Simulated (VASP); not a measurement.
Here is the system:

```yaml
crystal:
  lattice:
    - [0.00000, 2.71741, 2.71741]
    - [2.71741, 0.00000, 2.71741]
    - [2.71741, 2.71741, 0.00000]
  atoms:
    - { symbol: Ce, position: [0.00000, 0.00000, 0.00000] }
    - { symbol: O, position: [0.25000, 0.25000, 0.25000] }
    - { symbol: O, position: [0.73620, 0.73620, 0.76380] }
```

Level of theory: r2SCAN meta-GGA, VASP's PBE PAW potentials (set 64) (plane waves; VASP 6.6.1). Settings: 600 eV cut-off, 6×6×6 Γ-centred mesh, Gaussian smearing of 0.050 eV, potentials Ce O.

Problem. Estimate the energy per atom (σ→0), largest force.

Solution. 
- energy per atom (σ→0): -18.007 eV/atom
- largest force: 0.553 eV/Å

Only differences to runs with the same potentials and settings are physical.

The compound is CeO2 in the fluorite structure. This cell was strained or had an atom moved on purpose. The run is not spin-polarised, so no magnetic state was tried.
